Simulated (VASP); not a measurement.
Data:

```yaml
crystal:
  lattice:
    - [3.88852, 0.00000, 0.00000]
    - [-1.94426, 3.36755, 0.00000]
    - [0.00000, 0.00000, 4.76450]
  atoms:
    - { symbol: C, position: [0.31781, 0.65827, 0.26212] }
    - { symbol: C, position: [0.69338, 0.33947, 0.77415] }
    - { symbol: Ir, position: [0.01065, 0.00649, 0.00324] }
    - { symbol: Ir, position: [0.96859, 0.96004, 0.48538] }
    - { symbol: Ir, position: [0.31298, 0.67947, 0.71943] }
    - { symbol: Ir, position: [0.69658, 0.35626, 0.25567] }
```

All values below come from PBE GGA, VASP's PBE PAW potentials (set 64) (plane waves; VASP). Settings: 400 eV cut-off, 5×5×3 Γ-centred mesh, Gaussian smearing of 0.050 eV, potentials C Ir.

At this cut-off the stress carries a Pulay error, which pulls relaxed volumes low.

Q: Give the force on each atom (eV/Å).

A: 
| atom | Fx | Fy | Fz |
|---|---|---|---|
| C1 | 0.454 | 0.087 | 0.735 |
| C2 | 0.104 | -0.639 | 0.910 |
| Ir3 | -0.197 | 2.044 | -4.600 |
| Ir4 | -1.083 | 4.444 | 3.397 |
| Ir5 | 2.813 | -1.427 | 2.047 |
| Ir6 | -2.091 | -4.508 | -2.489 |

Q: Give the stress tensor in GPa (positive for a compressed cell).

A: 
```
 67.82   -8.03    0.34
 -8.03   68.35    4.36
  0.34    4.36  112.15
```
The pressure is its mean diagonal, 82.77 GPa.

The structure was generated: Ir2C was put into an ordered model structure, which need not be its known phase. The cell was not relaxed at this level, atoms are displaced from their ideal sites. The k-mesh is coarse (spacing up to 0.44 per Å, 2π included), so the numbers may not be converged in it.
